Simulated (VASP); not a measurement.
Method: vdW-DF2, VASP's PBE PAW potentials (set 64) (plane waves; VASP).

Input for VASP

**KPOINTS**
```
kpoints
0
G
 9 9 9
```

File POSCAR:
```
BAs
1
    0.0000000000     2.4024563285     2.4024563285
    2.4024563285     0.0000000000     2.4024563285
    2.4024563285     2.4024563285     0.0000000000
B As
1 1
Direct
  0.0000000000   0.0000000000   0.0000000000
  0.2500000000   0.2500000000   0.2500000000
```

**INCAR**
```
# general
SYSTEM   = BAs
PREC     = Accurate
ENCUT    = 520   # plane-wave cut-off (eV)
LREAL    = F
LASPH    = T   # aspherical one-centre terms

# electronic loop
EDIFF    = 1E-7   # SCF stop (eV)
NELM     = 100
ALGO     = Normal   # blocked Davidson
LMAXMIX  = 4   # l cut-off of mixed one-centre charges

# smearing
ISMEAR   = 0   # Gaussian
SIGMA    = 0.05

# functional
GGA      = ML
LUSE_VDW = T
AGGAC    = 0.0
ZAB_VDW  = -1.8867

# ions
ISIF     = 2   # forces and stress, cell fixed

# output
LWAVE    = F
LCHARG   = F
```

POTCAR, in this order: B As (PBE.64 set). Program: vasp_std.

Output of the run:

**OSZICAR**
```
       N       E                     dE             d eps       ncg     rms          rms(c)
DAV:   1     0.181109268322E+02    0.18111E+02   -0.38907E+03   560   0.874E+02
DAV:   2    -0.847681736264E+01   -0.26588E+02   -0.25123E+02   864   0.111E+02
DAV:   3    -0.885771110283E+01   -0.38089E+00   -0.38089E+00   632   0.176E+01
DAV:   4    -0.885825282871E+01   -0.54173E-03   -0.54173E-03   816   0.754E-01
DAV:   5    -0.885825301660E+01   -0.18789E-06   -0.18789E-06   656   0.116E-02    0.496E+00
DAV:   6    -0.815458840121E+01    0.70366E+00   -0.24791E+00   616   0.849E+00    0.231E+00
DAV:   7    -0.807463133598E+01    0.79957E-01   -0.23971E-01   800   0.353E+00    0.974E-01
DAV:   8    -0.806275698035E+01    0.11874E-01   -0.65523E-02   752   0.194E+00    0.146E-01
DAV:   9    -0.806313832483E+01   -0.38134E-03   -0.75994E-04   616   0.306E-01    0.963E-02
DAV:  10    -0.806333578945E+01   -0.19746E-03   -0.48558E-04   600   0.278E-01    0.244E-02
DAV:  11    -0.806334156374E+01   -0.57743E-05   -0.74003E-06   840   0.337E-02    0.191E-02
DAV:  12    -0.806334139896E+01    0.16478E-06   -0.54713E-06   608   0.227E-02    0.307E-03
DAV:  13    -0.806334135156E+01    0.47408E-07   -0.36954E-07   792   0.459E-03
   1 F= -.80633414E+01 E0= -.80633414E+01  d E =-.346059E-12
```

**OUTCAR**
```
------------------------ aborting loop because EDIFF is reached ----------------------------------------
  FORCE on cell =-STRESS in cart. coord.  units (eV):
  Direction    XX          YY          ZZ          XY          YZ          ZX
  --------------------------------------------------------------------------------------
  Total        1.3804969      1.3804969      1.3804969      0.0000000     -0.0000000      0.0000000
  in kB       79.7534541     79.7534541     79.7534541      0.0000000     -0.0000000      0.0000000
  external PRESSURE =      79.7534541 kB  Pullay stress =       0.0000000 kB
  volume of cell :       27.73
      direct lattice vectors                 reciprocal lattice vectors
     0.000000000  2.402456329  2.402456329    -0.208120328  0.208120328  0.208120328
     2.402456329  0.000000000  2.402456329     0.208120328 -0.208120328  0.208120328
     2.402456329  2.402456329  0.000000000     0.208120328  0.208120328 -0.208120328
  FREE ENERGIE OF THE ION-ELECTRON SYSTEM (eV)
  ---------------------------------------------------
  free  energy   TOTEN  =        -8.0633413516 eV

  energy  without entropy=       -8.0633413516  energy(sigma->0) =       -8.06334135
```
(Selected blocks of OUTCAR.)

**OUTCAR**
```
 val. band max:        5.9360833521   @ k =   0.0000   0.0000   0.0000

 cond. band min:       7.4887531982   @ k =   0.4444   0.4444   0.0000


 Fermi energy:         6.1576177644

 k-point     1 :       0.0000    0.0000    0.0000
  band No.  band energies     occupation
      1      -9.1857      2.00000
      2       5.9361      2.00000
      3       5.9361      2.00000
      4       5.9361      2.00000
      5       9.3446      0.00000
      6       9.3446      0.00000
      7       9.3446      0.00000
      8      10.3231      0.00000

 k-point     2 :       0.1111    0.0000    0.0000
  band No.  band energies     occupation
      1      -8.9895      2.00000
      2       4.3552      2.00000
      3       5.5999      2.00000
      4       5.5999      2.00000
      5       9.3817      0.00000
      6       9.7921      0.00000
      7       9.7921      0.00000
      8      11.4546      0.00000

 k-point     3 :       0.2222    0.0000    0.0000
  band No.  band energies     occupation
      1      -8.4153      2.00000
      2       1.7935      2.00000
      3       4.9886      2.00000
      4       4.9886      2.00000
      5       9.0810      0.00000
      6      10.5481      0.00000
      7      10.5481      0.00000
      8      13.3117      0.00000

 k-point     4 :       0.3333    0.0000    0.0000
  band No.  band energies     occupation
      1      -7.5326      2.00000
      2      -0.5757      2.00000
      3       4.4890      2.00000
      4       4.4890      2.00000
      5       8.7946      0.00000
      6      10.9066      0.00000
      7      10.9066      0.00000
      8      14.6478      0.00000

 k-point     5 :       0.4444    0.0000    0.0000
  band No.  band energies     occupation
      1      -6.6340      2.00000
      2      -2.2474      2.00000
      3       4.2236      2.00000
      4       4.2236      2.00000
      5       8.6397      0.00000
      6      10.9213      0.00000
      7      10.9213      0.00000
...
```

The compound is BAs in the zinc blende structure. This cell is one point of a volume scan, at 0.94 of the reference volume.
